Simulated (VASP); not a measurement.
Level of theory: PBEsol GGA, VASP's PBE PAW potentials (set 64) (plane waves; VASP 6.6.1).

VASP ran on this input.

POSCAR:
```
HfB2
3.0224260
  0.5000000000  -0.8660255040   0.0000000000
  0.5000000000   0.8660255040   0.0000000000
  0.0000000000   0.0000000000   1.1082802358
Hf B
1 2
direct
  0.0000000000   0.0000000000   0.0000000000
  0.3333330000   0.6666670000   0.5000000000
  0.6666670000   0.3333330000   0.5000000000
```

KPOINTS:
```
Automatic mesh
0
Gamma
  8 8 7
0 0 0
```

### INCAR
```
! general
SYSTEM =HfB2
PREC   =Accurate
ENCUT  =400
LREAL  =.FALSE.
LASPH  =.TRUE.

! electronic loop
EDIFF  =1E-6
NELM   =100
ALGO   =Normal
LMAXMIX=6

! smearing
ISMEAR =0
SIGMA  =0.2

! functional
GGA    =PS

! ions
ISIF   =2

! output
LWAVE  =.FALSE.
LCHARG =.FALSE.
```

POTCAR, in this order: Hf_pv B (PBE.64 set). Program: vasp_std.

At this cut-off the stress carries a Pulay error, which pulls relaxed volumes low. Unless said otherwise, spin-orbit coupling is left out, though it shifts the bands of the heavy elements here.

Problem. Predict the energy per atom (σ→0), pressure, band gap (on the k-mesh).

Solution. 
```
Property                                                     Value
------------------------  ----------------------------------------
energy per atom (σ→0)                               -9206 meV/atom
band gap (on the k-mesh)  none (metal, semimetal or under 0.01 eV)
pressure                                                 31.14 GPa
```

OSZICAR:
```
...
DAV:   7    -0.277160704844E+02    0.40402E-01   -0.17958E+00  1208   0.970E+00    0.110E+01
DAV:   8    -0.276230941951E+02    0.92976E-01   -0.56779E-01  1116   0.552E+00    0.187E+00
DAV:   9    -0.276187858044E+02    0.43084E-02   -0.33928E-02  1108   0.151E+00    0.313E-01
DAV:  10    -0.276186856835E+02    0.10012E-03   -0.84667E-04  1184   0.263E-01    0.342E-01
DAV:  11    -0.276186859445E+02   -0.26106E-06   -0.70662E-05  1164   0.681E-02    0.132E-01
DAV:  12    -0.276186834582E+02    0.24864E-05   -0.64356E-06  1180   0.219E-02    0.278E-02
DAV:  13    -0.276186835488E+02   -0.90625E-07   -0.22006E-07   644   0.474E-03
   1 F= -.27618684E+02 E0= -.27616695E+02  d E =-.397736E-02
```

The structure is a typed HfB2 crystal (P6/mmm). The cell was not relaxed at this level, and its volume differs by -5.9 % from the start's. The k-mesh is coarse (spacing up to 0.30 per Å, 2π included), so the numbers may not be converged in it.
